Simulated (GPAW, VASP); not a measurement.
This is a calculation of TeRu for VASP 6.6.1. The cell comes from a database or a generator and needn't be the stable form of this composition.

INCAR

```
  ALGO = Normal
  EDIFF = 1E-6
  ENCUT = 520
  GGA = PS
  ISIF = 2
  ISMEAR = 0
  ISPIN = 2
  LASPH = True
  LCHARG = False
  LDAU = True
  LDAUJ = 0 0
  LDAUL = 2 -1
  LDAUPRINT = 1
  LDAUTYPE = 2
  LDAUU = 2 0
  LMAXMIX = 4
  LORBIT = 11
  LREAL = False
  LWAVE = False
  MAGMOM = 0 0
  NELM = 100
  PREC = Accurate
  SIGMA = 0.05
```

File KPOINTS:

```
k-points
0
Gamma
  6 6 5
```

The input POSCAR:

```
TeRu
1.0
    3.7950828900      0.0000000000      0.0000000000
   -1.8975414500      3.2866381900      0.0000000000
    0.0000000000      0.0000000000      3.7038128800
Ru Te
1 1
Direct
    0.0000000000      0.0000000000      0.0000000000
    0.6666666667      0.3333333333      0.5000000000
```

Potentials or basis: VASP PAW PBE potentials, release 64 (Ru_pv, Te).

The run is started by

```console
$ cat potpaw_PBE.64/Ru_pv/POTCAR potpaw_PBE.64/Te/POTCAR > POTCAR
$ mpirun -np 1 vasp_std > vasp.out
```

Problem. Translate it to GPAW 26.7.0 (ASE script). Potentials or basis there: PAW data sets generated for this functional, cutoff 600 eV.

Solution. As run (cutoffs and basis follow the program's own potentials, and thresholds, step limits or extra output files can differ):

Contents of run.py:

```python
from ase.dft.bandgap import bandgap
from ase.io import read, write
from ase.units import Bohr, GPa
from gpaw import GPAW, PW, setup_paths
from gpaw.elf import elf_from_dft_calculation

setup_paths.insert(0, '.')

atoms = read('POSCAR')
atoms.set_initial_magnetic_moments([0.0, 0.0])

calc = GPAW(mode=PW(600),
            xc='PBEsol',
            kpts={'size': (6, 6, 5), 'gamma': True},
            occupations={'name': 'methfessel-paxton', 'order': 0, 'width': 0.05},
            setups={'Ru': ':d,2.0'},
            spinpol=True,
            nbands=22,
            convergence={'density': 1e-05, 'energy': 1e-05},
            maxiter=150,
            txt='gpaw.txt')
atoms.calc = calc
energy = atoms.get_potential_energy()
forces = atoms.get_forces()
stress = atoms.get_stress()
calc.write('gs.gpw')
write('result.traj', atoms)
print(f'Energy: {energy:.6f} eV')
print('Forces (eV/A):')
print(forces.round(4))
print('Stress (GPa):', (stress / GPa).round(3))
print('Moments:', calc.get_magnetic_moments().round(3))
print('Fermi level:', round(calc.get_fermi_level(), 4), 'eV')
print(f'Gap: {bandgap(calc)[0]:.4f} eV, direct: {bandgap(calc, direct=True)[0]:.4f} eV')

# fields on the real-space grid
write('density.cube', atoms, data=calc.get_pseudo_density() * Bohr**3)
write('potential.cube', atoms, data=calc.get_electrostatic_potential())
write('spin.cube', atoms, data=(calc.get_pseudo_density(spin=0) - calc.get_pseudo_density(spin=1)) * Bohr**3)
write('elf.cube', atoms, data=elf_from_dft_calculation(calc).data)
```

The input POSCAR:

```
TeRu
1.0
    3.7950828903      0.0000000000      0.0000000000
   -1.8975414451      3.2866381925      0.0000000000
    0.0000000000      0.0000000000      3.7038128800
Ru Te
1 1
Direct
    0.0000000000      0.0000000000      0.0000000000
    0.6666666667      0.3333333333      0.5000000000
```

Potentials or basis: PAW data sets generated in the run's folder for this functional, pw.

Run with:

```bash
$ gpaw-setup -f PBEsol Ru Te
$ OMP_NUM_THREADS=1 python run.py
```

Both were run:

|  | VASP | GPAW |
| --- | --- | --- |
| Pressure | -18.2 GPa | -18.6 GPa |
| Net moment | 0.00 μB per cell | 0.00 μB per cell |

The potentials hold 20 and 22 valence electrons a cell.

VASP's potentials were made for PBE.

The magnetic state is the one that the start led to; the real crystal's order can differ.

The cell lies far from this level's equilibrium.

How U acts hangs on each program's projectors.

Pressure is positive in compression.
